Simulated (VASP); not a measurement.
Level of theory: r2SCAN meta-GGA, VASP's PBE PAW potentials (set 64) (plane waves; VASP).

VASP ran on this input.

File POSCAR:
```
CoAl
1.0
  2.8487349929   0.0000000000   0.0000000000
  0.0000000000   2.8205296959   0.0000000000
  0.0000000000   0.0000000000   2.8487349929
Al Co
1 1
Direct
  0.5000000000   0.5000000000   0.5000000000
  0.0000000000   0.0000000000   0.0000000000
```

**KPOINTS**
```
kpoints
0
G
12 12 12
0 0 0
```

**INCAR**
```
SYSTEM = CoAl
PREC = Accurate
ENCUT = 480
EDIFF = 1E-7
NELM = 100
ALGO = Normal
LREAL = .FALSE.
LASPH = .TRUE.
ISMEAR = 1
SIGMA = 0.1
METAGGA = R2SCAN
LMIXTAU = .TRUE.
LMAXMIX = 4
LWAVE = .FALSE.
LCHARG = .FALSE.
ISIF = 2
IBRION = 2
NSW = 30
EDIFFG = -0.01
```

POTCAR, in this order: Al Co (PBE.64 set). Program: vasp_std.

**Question.** Estimate the energy per atom (σ→0), pressure, band gap (on the k-mesh).

**Answer.** 
```json
{
 "energy per atom (σ→0)": "-1016.6 kJ/mol-atom",
 "band gap (on the k-mesh)": "none (metal, semimetal or under 0.01 eV)",
 "pressure": "-3.58 GPa"
}
```

### OSZICAR
```
...
DAV:  10    -0.210676453132E+02    0.84515E-02   -0.41522E-02  4394   0.351E+00    0.177E-01
DAV:  11    -0.210726628107E+02   -0.50175E-02   -0.29009E-03  4238   0.644E-01    0.115E-01
DAV:  12    -0.210726597482E+02    0.30625E-05   -0.62594E-05  5482   0.795E-02    0.234E-02
DAV:  13    -0.210726645384E+02   -0.47902E-05   -0.89632E-06  4232   0.417E-02    0.452E-03
DAV:  14    -0.210726640575E+02    0.48089E-06   -0.24799E-06  4114   0.214E-02    0.401E-03
DAV:  15    -0.210726646312E+02   -0.57373E-06   -0.99604E-07  4230   0.112E-02    0.151E-03
DAV:  16    -0.210726647145E+02   -0.83245E-07   -0.45534E-08  2152   0.355E-03
   1 F= -.21072665E+02 E0= -.21072756E+02  d E =-.210727E+02
```

The compound is CoAl in the CsCl type structure. This cell was strained or had an atom moved on purpose. The run is not spin-polarised, so no magnetic state was tried.
